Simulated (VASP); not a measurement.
# SnAs with r2SCAN + rVV10: from relaxation to properties, part 2 of 7

What structure and properties does r2SCAN + rVV10 give SnAs, and how near are they to the measured ones? Left out of this account: at least 1 further run (core levels: core levels are not valid at this level). The start is a cell from a database of measured crystal structures.

VASP 6.6.1, plane waves and PAW; the level of theory is named at each step.

So far: Set-up; First try.

The database entry behind the starting cell differs from later determinations by our own check (an axis about 0.7 % short against later determinations), so it need not match the best structure at ambient conditions.

### 3. Relaxing cell and atoms (r2SCAN + rVV10)

Level of this step: r2SCAN with rVV10; plane waves and PAW (Sn_d, As) (VASP).

The start need not lie at this functional's minimum. ISIF = 3 frees volume, shape and positions, and EDIFFG sets the threshold on forces and stress at which the search stops.

Contents of INCAR:

```
SYSTEM = SnAs
PREC = Accurate
ENCUT = 400
EDIFF = 1E-06
NELM = 100
ISMEAR = 0
SIGMA = 0.05
LREAL = .FALSE.
ALGO = Normal
METAGGA = R2SCAN
LUSE_VDW = .TRUE.
IVDW_NL = 2
BPARAM = 11.95
CPARAM = 0.0093
LASPH = .TRUE.
NBANDS = 15
LORBIT = 11
LWAVE = .FALSE.
LCHARG = .FALSE.
KPAR = 2
IBRION = 2
NSW = 60
ISIF = 3
EDIFFG = -0.01
```

Contents of POSCAR:

```
SnAs
1.0
    0.0000000000      2.8405000000      2.8405000000
    2.8405000000      0.0000000000      2.8405000000
    2.8405000000      2.8405000000      0.0000000000
Sn As
1 1
Direct
    0.0000000000      0.0000000000      0.0000000000
    0.5000000000      0.5000000000      0.5000000000
```

Contents of KPOINTS:

```
Automatic mesh
0
Gamma
6 6 6
0 0 0
```

Potentials, in the order of the species: Sn_d and As (PBE family, release 64).

The run is started by

```console
mpirun -np 2 vasp_std
```

Output:

```text
[banner, memory and clock lines left out]
running    2 mpi-ranks, on    1 nodes
 distrk:  each k-point on    1 cores,    2 groups
 distr:  one band on    1 cores,    1 groups

 POSCAR found type information on POSCAR SnAs
 POSCAR found :  2 types and       2 ions
 [... a notice as in an earlier step ...]

 [... a notice as in an earlier step ...]

 LDA part: xc-table for (None), standard interpolation
 POSCAR, INCAR and KPOINTS ok, starting setup
 FFT: planning ... GRIDC
 FFT: planning ... GRID_SOFT
 FFT: planning ... GRID
 WAVECAR not read
 entering main loop
       N       E                     dE             d eps       ncg     rms          rms(c)
Total rVV10 correction in eV:      0.4271053    21.5668747
Total rVV10 correction in eV:      0.4271053    21.5668747
DAV:   1     0.740952428007E+02    0.74095E+02   -0.82415E+03   487   0.138E+03
DAV:   2    -0.338000617343E+02   -0.10790E+03   -0.10475E+03   515   0.335E+02
DAV:   3    -0.417826351619E+02   -0.79826E+01   -0.79554E+01   627   0.841E+01
DAV:   4    -0.419593592668E+02   -0.17672E+00   -0.17669E+00   536   0.137E+01
DAV:   5    -0.419656674637E+02   -0.63082E-02   -0.63073E-02   679   0.237E+00    0.372E+00
Total rVV10 correction in eV:      0.4285136    21.5668741
Total rVV10 correction in eV:      0.4285136    21.5668741
DAV:   6    -0.390613285515E+02    0.29043E+01   -0.80360E-01   585   0.150E+01    0.216E+00
Total rVV10 correction in eV:      0.4320067    21.5668741
Total rVV10 correction in eV:      0.4320067    21.5668741
DAV:   7    -0.390590771189E+02    0.22514E-02   -0.79817E-02   557   0.180E+00    0.955E-01
Total rVV10 correction in eV:      0.4334055    21.5668741
Total rVV10 correction in eV:      0.4334055    21.5668741
DAV:   8    -0.390617186597E+02   -0.26415E-02   -0.52686E-03   557   0.739E-01    0.280E-01
Total rVV10 correction in eV:      0.4339458    21.5668741
Total rVV10 correction in eV:      0.4339458    21.5668741
DAV:   9    -0.390620484628E+02   -0.32980E-03   -0.60085E-04   557   0.208E-01    0.539E-02
Total rVV10 correction in eV:      0.4339620    21.5668741
Total rVV10 correction in eV:      0.4339620    21.5668741
DAV:  10    -0.390620571701E+02   -0.87073E-05   -0.10930E-04   606   0.123E-01    0.272E-02
Total rVV10 correction in eV:      0.4340217    21.5668741
Total rVV10 correction in eV:      0.4340217    21.5668741
DAV:  11    -0.390620608276E+02   -0.36575E-05   -0.94780E-06   606   0.354E-02    0.454E-03
Total rVV10 correction in eV:      0.4340400    21.5668741
Total rVV10 correction in eV:      0.4340400    21.5668741
DAV:  12    -0.390620615001E+02   -0.67252E-06   -0.17513E-06   387   0.224E-02
Total rVV10 correction in eV:      0.4340429    21.5668741
Total rVV10 correction in eV:      0.4340429    21.5668741
Total rVV10 correction in eV:      0.4340451    21.5668741
Total rVV10 correction in eV:      0.4340451    21.5668741
   1 F= -.39062062E+02 E0= -.39061459E+02  d E =-.390621E+02
 curvature:   0.00 expect dE= 0.000E+00 dE for cont linesearch  0.000E+00
 trial: gam= 0.00000 g(F)=  0.434E-62 g(S)=  0.180E-01 ort = 0.000E+00 (trialstep = 0.100E+01)
 search vector abs. value=  0.180E-01
 bond charge predicted
       N       E                     dE             d eps       ncg     rms          rms(c)
Total rVV10 correction in eV:      0.4336705    21.5668741
Total rVV10 correction in eV:      0.4336705    21.5668741
DAV:   1    -0.392474425151E+02   -0.18538E+00   -0.42617E+00   578   0.372E+01    0.239E+00
Total rVV10 correction in eV:      0.4379150    21.5668762
Total rVV10 correction in eV:      0.4379150    21.5668762
DAV:   2    -0.391043382911E+02    0.14310E+00   -0.23352E-01   599   0.853E+00    0.111E+00
Total rVV10 correction in eV:      0.4415020    21.5668762
Total rVV10 correction in eV:      0.4415020    21.5668762
DAV:   3    -0.390662711838E+02    0.38067E-01   -0.11055E-01   638   0.570E+00    0.169E-01
Total rVV10 correction in eV:      0.4418247    21.5668762
Total rVV10 correction in eV:      0.4418247    21.5668762
DAV:   4    -0.390650899230E+02    0.11813E-02   -0.50446E-03   593   0.831E-01    0.652E-02
Total rVV10 correction in eV:      0.4419654    21.5668762
Total rVV10 correction in eV:      0.4419654    21.5668762
DAV:   5    -0.390650062612E+02    0.83662E-04   -0.18299E-04   671   0.143E-01    0.537E-02
Total rVV10 correction in eV:      0.4421892    21.5668762
Total rVV10 correction in eV:      0.4421892    21.5668762
DAV:   6    -0.390649557985E+02    0.50463E-04   -0.14357E-04   726   0.134E-01    0.118E-02
Total rVV10 correction in eV:      0.4422586    21.5668762
Total rVV10 correction in eV:      0.4422586    21.5668762
DAV:   7    -0.390649369992E+02    0.18799E-04   -0.61423E-05   679   0.990E-02    0.953E-03
Total rVV10 correction in eV:      0.4422742    21.5668762
Total rVV10 correction in eV:      0.4422742    21.5668762
DAV:   8    -0.390649386206E+02   -0.16214E-05   -0.39130E-06   508   0.162E-02    0.395E-03
Total rVV10 correction in eV:      0.4422754    21.5668762
Total rVV10 correction in eV:      0.4422754    21.5668762
DAV:   9    -0.390649389784E+02   -0.35778E-06   -0.52562E-07   317   0.112E-02
Total rVV10 correction in eV:      0.4422735    21.5668762
Total rVV10 correction in eV:      0.4422735    21.5668762
Total rVV10 correction in eV:      0.4422743    21.5668762
Total rVV10 correction in eV:      0.4422743    21.5668762
   2 F= -.39064939E+02 E0= -.39064337E+02  d E =-.287748E-02
 trial-energy change:   -0.002877  1 .order   -0.003340   -0.017981    0.011301
 step:   0.5912(harm=  0.6141)  dis= 0.00000  next Energy=   -39.067281 (dE=-0.522E-02)
 bond charge predicted
       N       E                     dE             d eps       ncg     rms          rms(c)
Total rVV10 correction in eV:      0.4424408    21.5668762
Total rVV10 correction in eV:      0.4424408    21.5668762
DAV:   1    -0.390980966824E+02   -0.33158E-01   -0.67687E-01   578   0.139E+01    0.993E-01
Total rVV10 correction in eV:      0.4406618    21.5668756
Total rVV10 correction in eV:      0.4406618    21.5668756
DAV:   2    -0.390736191372E+02    0.24478E-01   -0.40243E-02   592   0.368E+00    0.453E-01
Total rVV10 correction in eV:      0.4392367    21.5668756
Total rVV10 correction in eV:      0.4392367    21.5668756
DAV:   3    -0.390674310837E+02    0.61881E-02   -0.16982E-02   615   0.230E+00    0.731E-02
Total rVV10 correction in eV:      0.4390772    21.5668756
Total rVV10 correction in eV:      0.4390772    21.5668756
DAV:   4    -0.390672764462E+02    0.15464E-03   -0.78935E-04   529   0.304E-01    0.280E-02
Total rVV10 correction in eV:      0.4390361    21.5668756
Total rVV10 correction in eV:      0.4390361    21.5668756
DAV:   5    -0.390672753626E+02    0.10836E-05   -0.28818E-05   619   0.494E-02    0.226E-02
Total rVV10 correction in eV:      0.4389598    21.5668756
Total rVV10 correction in eV:      0.4389598    21.5668756
DAV:   6    -0.390672797260E+02   -0.43634E-05   -0.21968E-05   711   0.470E-02    0.468E-03
Total rVV10 correction in eV:      0.4389275    21.5668756
Total rVV10 correction in eV:      0.4389275    21.5668756
DAV:   7    -0.390672814585E+02   -0.17325E-05   -0.83709E-06   593   0.341E-02    0.421E-03
Total rVV10 correction in eV:      0.4389189    21.5668756
Total rVV10 correction in eV:      0.4389189    21.5668756
DAV:   8    -0.390672803925E+02    0.10659E-05   -0.58950E-07   268   0.561E-03    0.143E-03
Total rVV10 correction in eV:      0.4389193    21.5668756
Total rVV10 correction in eV:      0.4389193    21.5668756
DAV:   9    -0.390672800737E+02    0.31887E-06   -0.11489E-07   261   0.400E-03
Total rVV10 correction in eV:      0.4389198    21.5668756
Total rVV10 correction in eV:      0.4389198    21.5668756
Total rVV10 correction in eV:      0.4389193    21.5668756
Total rVV10 correction in eV:      0.4389193    21.5668756
   3 F= -.39067280E+02 E0= -.39066678E+02  d E =-.521857E-02
 curvature:  -0.31 expect dE=-0.899E-07 dE for cont linesearch -0.899E-07
 trial: gam=-0.00403 g(F)=  0.729E-61 g(S)=  0.294E-06 ort = 0.727E-04 (trialstep = 0.918E+00)
 search vector abs. value=  0.105E-09
 reached required accuracy - stopping structural energy minimisation
```

Elapsed: 2.3 min, on 2 MPI ranks of AMD EPYC 7R43, shared host; peak memory 0.46 GiB; 4.6 min of CPU time.

Parts of OUTCAR (step 3):

```text
ion  position               nearest neighbor table
   1  0.000  0.000  0.000-   2 2.84   2 2.84   2 2.84   2 2.84   2 2.84   2 2.84
   2  0.500  0.500  0.500-   1 2.84   1 2.84   1 2.84   1 2.84   1 2.84   1 2.84

  LATTYP: Found a face centered cubic cell.
 ALAT       =     5.6810000000

 Subroutine GETGRP returns: Found 48 space group operations
 (whereof 48 operations were pure point group operations)

The static configuration has the point symmetry O_h .

 Found     16 irreducible k-points:

   k-points           NKPTS =     16   k-points in BZ     NKDIM =     16   number of bands    NBANDS=     15

   dimension x,y,z NGX =    28 NGY =   28 NGZ =   28
   dimension x,y,z NGXF=    56 NGYF=   56 NGZF=   56

   ENCUT  =  400.0 eV  29.40 Ry    5.42 a.u.   6.55  6.55  6.55*2*pi/ulx,y,z

   NELECT =      19.0000    total number of electrons

 k-points in reciprocal lattice and weights: Automatic mesh
   0.00000000  0.00000000  0.00000000       0.005
   0.16666667  0.00000000  0.00000000       0.037
   0.33333333  0.00000000  0.00000000       0.037
   0.50000000  0.00000000  0.00000000       0.019
   0.16666667  0.16666667  0.00000000       0.028
   0.33333333  0.16666667  0.00000000       0.111
   0.50000000  0.16666667  0.00000000       0.111
  -0.33333333  0.16666667  0.00000000       0.111
  -0.16666667  0.16666667  0.00000000       0.056
[...]
-0.33333333  0.33333333  0.16666667       0.111
  -0.33333333  0.50000000  0.16666667       0.056

 average (electrostatic) potential at core
       1-105.7103       2 -52.1747

 E-fermi :   6.7000

 k-point     1 :       0.0000    0.0000    0.0000
  band No.  band energies     occupation
    ...
      6      -6.8402      2.00000
      7       4.5364      2.00000
      8       5.6963      2.00000
      9       5.6963      2.00000
     10       5.6963      2.00000
     11      12.7924      0.00000
     12      12.7925      0.00000
     13      12.7925      0.00000
     14      13.3560      0.00000
     15      13.3560      0.00000

 k-point     2 :       0.1667    0.0000    0.0000
  band No.  band energies     occupation
    ...
      5     -15.2676      2.00000
      6      -6.4948      2.00000
      7       2.2594      2.00000
      8       5.7484      2.00000
      9       5.7484      2.00000
     10       7.3050      0.00000
     11      11.1520      0.00000
     12      11.1520      0.00000
     13      11.4182      0.00000
     14      13.5357      0.00000
    ...

 k-point     3 :       0.3333    0.0000    0.0000
  band No.  band energies     occupation
    ...
      5     -15.2559      2.00000
      6      -5.5343      2.00000
      7      -0.3881      2.00000
      8       5.9722      2.00000
      9       5.9722      2.00000
     10       8.0566      0.00000
     11       9.2645      0.00000
     12       9.2646      0.00000
     13      10.1379      0.00000
     14      15.0590      0.00000
    ...

  Total        0.0020147      0.0020147      0.0020147     -0.0000000      0.0000000     -0.0000000
  in kB        0.0689411      0.0689411      0.0689411     -0.0000000      0.0000000     -0.0000000
  external PRESSURE =       0.0689411 kB  Pullay stress =       0.0000000 kB

  energy-cutoff  :      400.00
  volume of cell :       46.82
      direct lattice vectors                 reciprocal lattice vectors
     0.000000000  2.860690551  2.860690551    -0.174782973  0.174782973  0.174782973
     2.860690551  0.000000000  2.860690551     0.174782973 -0.174782973  0.174782973
     2.860690551  2.860690551 -0.000000000     0.174782973  0.174782973 -0.174782973

 POSITION                                       TOTAL-FORCE (eV/Angst)
 -----------------------------------------------------------------------------------
      0.00000      0.00000      0.00000        -0.000000      0.000000      0.000000
      2.86069      2.86069      2.86069         0.000000     -0.000000     -0.000000
 -----------------------------------------------------------------------------------
    total drift:                               -0.000000      0.000000      0.000000

  FREE ENERGIE OF THE ION-ELECTRON SYSTEM (eV)
  ---------------------------------------------------
  free  energy   TOTEN  =       -39.0672800737 eV

  energy  without entropy=      -39.0660755344  energy(sigma->0) =      -39.06667780

 reached required accuracy - stopping structural energy minimisation

 total charge
# of ion       s       p       d       tot
------------------------------------------
    1        1.197   0.973  10.015  12.185
    2        1.251   1.491   0.036   2.778
--------------------------------------------------
tot          2.448   2.464  10.052  14.963

[... 3 further parts left out ...]
```

This run has no spin polarisation. Its electron count is odd, so without a moment it is a metal by construction. The k-mesh is coarse for a metal. The PAW data sets were made with PBE, which is usual practice but a small mismatch for other functionals. The run keeps the 48 symmetry operations of its start, so it cannot find a distortion of lower symmetry.

Relaxation path:

```
step  energy less that of the first step (eV)  largest force (eV/Å)  pressure (GPa)  volume (Å³)
   1                                   0.0000                0.0000            1.74        45.84
   2                                  -0.0029                0.0000           -1.06        47.51
   3                                  -0.0052                0.0000            0.01        46.82
```

```
conventional cell, symmetrised  before  after  change
                         a (Å)   5.681  5.721  +0.7 %
                         b (Å)   5.681  5.721  +0.7 %
                         c (Å)   5.681  5.721  +0.7 %
              volume (Å³/atom)   22.92  23.41  +2.1 %
```

The relaxed structure:

```cif
data_structure
_symmetry_space_group_name_H-M 'P 1'
_symmetry_Int_Tables_number 1
_cell_length_a 4.0456
_cell_length_b 4.0456
_cell_length_c 4.0456
_cell_angle_alpha 60.000
_cell_angle_beta 60.000
_cell_angle_gamma 60.000
_cell_volume 46.82
loop_
_atom_site_label
_atom_site_type_symbol
_atom_site_fract_x
_atom_site_fract_y
_atom_site_fract_z
_atom_site_occupancy
Sn1 Sn 0.00000 0.00000 0.00000 1
As2 As 0.50000 0.50000 0.50000 1
```

Numbers from this step:

```yaml
electrons: 19
bands: 15
irreducible_k_points: 16
symmetry_operations: 48
free_energy_toten: -39.07 eV
energy_at_zero_smearing: -39.07 eV
fermi_energy: 6.7 eV
pressure: 0.006894 GPa
metallic_judged_on_the_points_sampled: yes
scf_cycles_over_all_ionic_steps: 30
```

It ends with forces that vanish by symmetry and a pressure of 0.01 GPa. The volume lies +2.1 % from that of the database's start.

(Continued in part 3 of 7.)

[Lines on the potential files, build, host, timing and source positions are cut from VASP's logs without a mark.]

[Logs are printed without paths, hosts, clocks, repeated set-up lines and the standing remarks that a program may print on its own settings, such as how far it seeks lower states.]

[Hosts, paths, dates, database ids (printed as entryN), source tags and the programs' standing remarks are cut or masked in the printed files.]

[A measured line is paired with the nearest computed mode of its activity, which favours agreement.]

[In band tables of VASP the shares of atoms and orbitals are scaled to a sum of 1 inside the atoms' spheres.]
